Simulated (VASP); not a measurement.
# MgGa23N24 (a cell with a defect) in VASP: notebook, part 2 of 2

VASP 6.6.1. Earlier steps stand in the parts before.

## 3. Single point, HSE06, collinear spin, ferromagnetic start

Contents of POSCAR:

```
MgGa23N24                               
1.0
   -3.2177240000     -5.5732640000      5.2440550000
    6.4354500000      0.0000000000      5.2440550000
   -3.2177260000      5.5732640000      5.2440550000
  Mg              Ga              N             
     1    23    24
Direct
     0.8331080699081708    0.4988130511144508    0.6657267197546811
     0.6653310756108296    0.3332138714016943    0.9987307779012693
     0.9985645078100379    0.6672348903234956    0.3334787887809247
     0.6670859862248968    0.8317784677548904    0.4982254020644175
     0.0008386296619916    0.1662614589796251    0.8316524018799045
     0.1659638167354112    0.3311728076615092    0.5003089339283390
     0.5005215559644083    0.6643395667335014    0.8339650703689095
     0.8331495894781723    0.9997800398260157    0.1660264287207722
     0.3329846333705513    0.4992601755682751    0.1668470442063753
     0.3337495877340559    0.9987247665097693    0.6661723516550442
     0.1666133379912019    0.8323627919903994    0.9995056372667120
     0.5010182520259726    0.1670817985042372    0.3337073556357221
     0.6676426931212410    0.5016749039015657    0.3322392836811370
     0.4992487897332797    0.3337088343048037    0.6683404755689162
     0.8355528794931018    0.6664518999738968    0.9987791977835714
     0.4997989248654975    0.8328495467879392    0.1663956884487911
     0.8352031748645599    0.1653604489715700    0.5009799157204273
     0.9993647921965373    0.3331837716764677    0.1661716844248003
     0.3325999994458742    0.6657080767234449    0.5001091813386574
     0.6664847783214148    0.9988660213768545    0.8328774081731364
     0.1657413052474488    0.5014791255266663    0.8334769320428078
     0.1666107234627979    0.9996111117971354    0.3330809823178122
     0.0000176789249098    0.8319337727203293    0.6686866104855060
     0.3329841513534235    0.1662671458697042    0.9996575841822806
     0.6261447463925555    0.2924897581937288    0.4592192302450980
     0.4582904784125625    0.1238596571727059    0.7918748547861437
     0.7917066629196623    0.4577451485036894    0.1239558161510902
     0.4575270903790470    0.6250355089715892    0.2918144006755751
     0.7911938027644916    0.9570462034652348    0.6251175761470560
     0.9586634835639970    0.1247719298321996    0.2909422311709164
     0.2909945114116476    0.4578825583926677    0.6247169715090094
     0.6256852820039384    0.7914718106699014    0.9591562703334301
     0.1256210089519161    0.2918918816503106    0.9587408686502569
     0.1253281798775061    0.7922981235497910    0.4589687805522802
     0.9633404977599641    0.6293321646049803    0.7963679691494370
     0.2919622715055040    0.9583497213090630    0.1251468211564058
     0.7902902685663513    0.6305023254705646    0.4490043786804576
     0.6161081833717436    0.4561248429418399    0.7973119205233843
     0.9596154008702918    0.7933594902346723    0.1254575424833775
     0.6245973210060762    0.9599086885689947    0.2908130560399679
     0.9645869296307906    0.2819164672999429    0.6233434909825069
     0.1249945545961765    0.4583674817695875    0.2919346814706957
     0.4587425690672866    0.7908162751682580    0.6252158129754367
     0.7920051657308707    0.1247100750971745    0.9580062435492137
     0.2924407371204097    0.6254529844590120    0.9604133441971467
     0.2940563067033342    0.1238132626702448    0.4576305569317432
     0.1272970223181744    0.9583165337382332    0.7926131573255683
     0.4577871415299177    0.2907459902673730    0.1266976179828851
```

Contents of INCAR.step1:

```
SYSTEM = MgGa23N24
PREC     = Normal         ! precision mode
ENCUT    = 400            ! plane-wave cutoff, eV
EDIFF    = 1E-5           ! SCF threshold, eV
ISMEAR   = 0              ! smearing method
SIGMA    = 0.01           ! smearing width, eV
LREAL    = Auto         
LASPH    = .TRUE.         ! aspherical terms in the spheres
NELM     = 150            ! most SCF steps
ALGO     = Normal         ! electronic algorithm
ISIF     = 2              ! what is computed and relaxed
LWAVE    = .TRUE.         ! write WAVECAR
LCHARG   = .FALSE.        ! write CHGCAR
ISPIN    = 2              ! spin polarisation
MAGMOM   = 0.2 0 0 0 0 0 0 0 0 0 0 0 0 0 0 0 0 0 0 0 0 0 0 0 0 0 0 0 0 0 0 0 0 0 0.2 0 0.2 0.2 0 0 0.2 0 0 0 0 0 0 0 ! initial moments
LORBIT   = 11             ! projections on sites
NBANDS   = 244            ! bands
AMIX     = 0.2          
BMIX     = 1E-4         
AMIX_MAG = 0.8          
BMIX_MAG = 1E-4         
ICORELEVEL= 1            
GGA      = PE             ! functional
LUSENCCL = .FALSE.
```

Contents of INCAR.step2:

```
SYSTEM = MgGa23N24
PREC     = Normal         ! precision mode
ENCUT    = 400            ! plane-wave cutoff, eV
EDIFF    = 1E-6           ! SCF threshold, eV
ISMEAR   = 0              ! smearing method
SIGMA    = 0.01           ! smearing width, eV
LREAL    = Auto         
LASPH    = .TRUE.         ! aspherical terms in the spheres
NELM     = 150            ! most SCF steps
ALGO     = Normal         ! electronic algorithm
ISIF     = 2              ! what is computed and relaxed
LWAVE    = .FALSE.        ! write WAVECAR
LCHARG   = .FALSE.        ! write CHGCAR
ISPIN    = 2              ! spin polarisation
MAGMOM   = 0.2 0 0 0 0 0 0 0 0 0 0 0 0 0 0 0 0 0 0 0 0 0 0 0 0 0 0 0 0 0 0 0 0 0 0.2 0 0.2 0.2 0 0 0.2 0 0 0 0 0 0 0 ! initial moments
LORBIT   = 11             ! projections on sites
GGA      = PE             ! functional
LHFCALC  = .TRUE.         ! exact exchange
HFSCREEN = 0.2            ! screening, 1/A
PRECFOCK = Fast         
NBANDS   = 244            ! bands
AMIX     = 0.2          
BMIX     = 1E-4         
AMIX_MAG = 0.8          
BMIX_MAG = 1E-4         
ICORELEVEL= 1            
ISTART   = 1            
LUSENCCL = .FALSE.
```

Contents of KPOINTS:

```
Automatic mesh
0
G
  1 1 1
  0 0 0
```

Potentials or basis: VASP PAW PBE potentials, release 64 (Mg, Ga_d, N).

Started as:

```sh
cat potpaw_PBE.64/Mg/POTCAR potpaw_PBE.64/Ga_d/POTCAR potpaw_PBE.64/N/POTCAR > POTCAR
cp INCAR.step1 INCAR
mpirun -np 1 vasp_gam > vasp.out
cp INCAR.step2 INCAR
mpirun -np 1 vasp_gam > vasp.out
```

Run time: 52 min. Hardware: 1 × NVIDIA H100 80GB with 1 thread of AMD EPYC 7R13 (Zen 3), shared host; peak memory 1.3 GiB.

Results (log left out):

```
Free energy                                           : -352.1524 eV
Largest force                                         : 0.233 eV/Å
Band gap on the k mesh                                : 0.52 eV, direct
Net moment                                            : 1.00 μB per cell
Site moments                                          : Mg +0.00; Ga -0.00, +0.00; N +0.04, +0.03, +0.02, +0.06, +0.07 μB
Valence electrons inside the program's atomic spheres : Mg 0.46; Ga 11.80, 11.79; N 3.68, 3.69, 3.71, 3.70
```

Forces on the atoms (eV/Å):
```
Mg  -0.111 -0.080 -0.052
Ga  -0.059 -0.045  0.024
Ga  -0.077 -0.028  0.019
Ga  -0.054 -0.084  0.019
Ga  -0.002 -0.144 -0.016
Ga  -0.078  0.035 -0.010
Ga  -0.069 -0.009 -0.001
Ga  -0.039 -0.039  0.024
Ga  -0.021 -0.012  0.017
Ga  -0.040 -0.034  0.011
Ga  -0.051 -0.088  0.018
Ga  -0.105 -0.022  0.021
Ga   0.049  0.064  0.051
Ga   0.064  0.037  0.027
Ga   0.068  0.034  0.013
Ga   0.026  0.030  0.033
Ga   0.023  0.022  0.103
Ga   0.011  0.017  0.030
Ga   0.026  0.020  0.007
Ga   0.032 -0.015  0.024
Ga   0.065  0.038 -0.011
Ga   0.040  0.035  0.035
Ga   0.056  0.047  0.021
Ga   0.036  0.053  0.015
N   -0.042 -0.019 -0.042
N   -0.032 -0.034 -0.014
N   -0.003 -0.012 -0.008
N   -0.022 -0.068 -0.025
N   -0.004 -0.004  0.003
N   -0.024 -0.054 -0.040
N   -0.008 -0.007  0.006
N   -0.038 -0.014 -0.004
N   -0.067 -0.001  0.009
N   -0.058 -0.020 -0.019
N   -0.018 -0.023  0.126
N   -0.007 -0.009 -0.026
N    0.217 -0.030 -0.048
N    0.084  0.214 -0.040
N   -0.003  0.053 -0.079
N    0.073 -0.003 -0.009
N   -0.059 -0.021 -0.047
N    0.055 -0.007 -0.039
N    0.016  0.031 -0.004
N    0.020  0.075 -0.019
N    0.036  0.055 -0.033
N    0.037  0.025 -0.018
N    0.021  0.051 -0.036
N    0.033 -0.010 -0.016
```

Levels at points of the mesh, in eV from the valence-band top:
Spin up:
```
           k point  band 209  band 210  band 211  band 212  band 213  band 214
(0.00, 0.00, 0.00)     -0.14     -0.08     -0.04      3.12      5.63      6.31
```
Spin down:
```
           k point  band 208  band 209  band 210  band 211  band 212  band 213
(0.00, 0.00, 0.00)     -0.69     -0.04      0.00      0.52      3.15      5.63
```

Core levels (eV, on the scale of the bands):
| atom | levels |
| --- | --- |
| 1 Mg | 1s -1247.1, 2s -67.7, 2p -34.5 |
| 2 Ga | 1s -10216.4, 2s -1249.8, 2p -1086.2, 3s -136.5, 3p -87.3 |
| 3 Ga | 1s -10216.4, 2s -1249.8, 2p -1086.2, 3s -136.5, 3p -87.3 |
| 4 Ga | 1s -10216.3, 2s -1249.8, 2p -1086.2, 3s -136.5, 3p -87.3 |
| 5 Ga | 1s -10216.3, 2s -1249.7, 2p -1086.2, 3s -136.5, 3p -87.3 |
| 6 Ga | 1s -10216.3, 2s -1249.7, 2p -1086.2, 3s -136.5, 3p -87.3 |

Caveat: the PAW data sets were made with another functional, which shifts forces and pressure a little.
